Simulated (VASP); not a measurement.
Input:

```xyz
6
Lattice="4.1245 0.0000 0.0000 0.0000 4.1245 0.0000 0.0000 0.0000 2.6583" Properties=species:S:1:pos:R:3 pbc="T T T"
Si     0.0000     0.0000     0.0000
Si     2.0623     2.0623     1.3291
O      1.2552     1.2552     0.0000
O      3.3174     0.8071     1.3291
O      0.8071     3.3174     1.3291
O      2.8693     2.8693     0.0000
```

All values below come from PBE GGA, VASP's PBE PAW potentials (set 64) (plane waves; VASP). Run with 620 eV cut-off, 6×6×8 Γ-centred mesh, Gaussian smearing of 0.050 eV, potentials Si O.

Energy and stress use the plane-wave basis of the starting cell.

Q: The ions, cell shape and volume at an external pressure of 30.0 GPa are relaxed. What does this cell relax into?

A: 
```xyz
6
Lattice="4.0842 0.0000 0.0000 0.0000 4.0842 0.0000 0.0000 0.0000 2.6413" Properties=species:S:1:pos:R:3 pbc="T T T"
Si     0.0000     0.0000     0.0000
Si     2.0421     2.0421     1.3206
O      1.2399     1.2399     0.0000
O      3.2820     0.8022     1.3206
O      0.8022     3.2820     1.3206
O      2.8443     2.8443     0.0000
```
Space group P4_2/mnm (136), at a tolerance of 0.03 Å.

Q: How do energy and volume change from the first to the last step?

A: The energy (σ→0) changes by +29.9 meV/atom and the volume by -2.6 %, in 7 ionic steps.

The compound is SiO2 in the rutile structure, stishovite, a high-pressure form. This run relaxes it under an external pressure of 30 GPa. Symmetry was kept, so distortions that lower it aren't found.
